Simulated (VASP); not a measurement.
The system is Mg.

```
CELL_PARAMETERS angstrom
3.20930 0.00000 0.00000
-1.60465 2.77934 0.00000
0.00000 0.00000 5.21030
ATOMIC_POSITIONS crystal
Mg 0.33333 0.66667 0.25000
Mg 0.66667 0.33333 0.75000
```

| Item | Value |
| --- | --- |
| Program | VASP 6.6.1 |
| Task | relaxation of cell and atoms |
| Functional | PBEsol |
| Potentials or basis | VASP PAW PBE potentials, release 64 (Mg) |
| Cutoff | 600 eV |
| k mesh | 15 × 15 × 8 |
| Occupations | gaussian, width 0.1 eV |
| Spin | no spin polarisation |

At the start: pressure -1.2 GPa; volume 23.24 Å³/atom.

Where does the relaxation end?

Over 6 steps the energy falls by 3.4 meV/atom and the volume is 22.46 Å³/atom (-3.3 %); space group P6_3/mmc (No. 194, to 0.05 Å).

Step by step:
| step | energy change (eV) | largest force (eV/Å) | pressure (GPa) | volume (Å³) |
| --- | --- | --- | --- | --- |
| 1 | 0.0000 | 0.0000 | -1.19 | 46.47 |
| 2 | -0.0061 | 0.0000 | -0.32 | 45.33 |
| 3 | -0.0066 | 0.0000 | 0.04 | 44.90 |
| 4 | -0.0066 | 0.0000 | 0.06 | 44.87 |
| 5 | -0.0068 | 0.0000 | 0.04 | 44.89 |
| 6 | -0.0068 | 0.0000 | 0.02 | 44.92 |

Final structure:
```xyz
2
Lattice="3.1874 0.0000 0.0000 -1.5937 2.7604 0.0000 0.0000 0.0000 5.1056" Properties=species:S:1:pos:R:3 pbc="T T T"
Mg    0.0000    1.8403    1.2764
Mg    1.5937    0.9201    3.8292
```

Caveat: the PAW data sets were made with another functional, which shifts forces and pressure a little.
